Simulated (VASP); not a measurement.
Consider the following.

```
CELL_PARAMETERS angstrom
      0.00000     2.77824     2.77824
      2.77824     0.00000     2.77824
      2.77824     2.77824     0.00000
ATOMIC_POSITIONS crystal
  Mg 0.00000 0.00000 0.00000
  Se 0.50000 0.50000 0.50000
```

The numbers are results of RPBE GGA, VASP's PBE PAW potentials (set 64) (plane waves; VASP 6.6.1), not measurements. Numerical set-up: 520 eV cut-off, Gaussian smearing of 0.050 eV, potentials Mg Se.

Question: Predict the band gap (along the path) with the smallest direct gap where there is one.

Answer: 
```yaml
band gap (along the path): 1.83 eV
smallest direct gap (along the path): 2.37 eV
```

Total energies compare only between runs with the same potentials, cut-off and functional.

The compound is MgSe in the rock salt structure. It was relaxed first, which changed the volume by +5 %.
